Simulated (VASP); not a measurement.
Data:

```yaml
crystal:
  lattice:
    - [3.67700, 0.00000, 0.00000]
    - [0.00000, 3.67700, 0.00000]
    - [0.00000, 0.00000, 3.67700]
  atoms:
    - { symbol: Ni, position: [0.00000, 0.50000, 0.50000] }
    - { symbol: Ni, position: [0.50000, 0.00000, 0.50000] }
    - { symbol: Ni, position: [0.50000, 0.50000, 0.00000] }
    - { symbol: Sb, position: [0.00000, 0.00000, 0.00000] }
```

These are PBEsol GGA, VASP's PBE PAW potentials (set 64) (plane waves; VASP) values and carry that method's errors. Numerical set-up: 400 eV cut-off, 9×9×9 Γ-centred mesh, tetrahedra with Blöchl corrections, potentials Ni Sb.

Unless said otherwise, spin-orbit coupling is left out, though it shifts the bands of the heavy elements here.

Predict the energy per atom (σ→0), band gap (on the k-mesh) with the smallest direct gap where there is one.

| Property | Result |
|---|---|
| band gap (on the k-mesh) | none (metal, semimetal or under 0.01 eV) |
| energy per atom (σ→0) | -5.928 eV/atom |

Only differences to runs with the same potentials and settings are physical.

The structure comes from a computed database's Ni3Sb entry (Pm-3m); how it stands against other phases isn't given here. It was relaxed first. The run is not spin-polarised, so no magnetic state was tried. The electron count is odd and the run is not spin-polarised, which forces a metal.
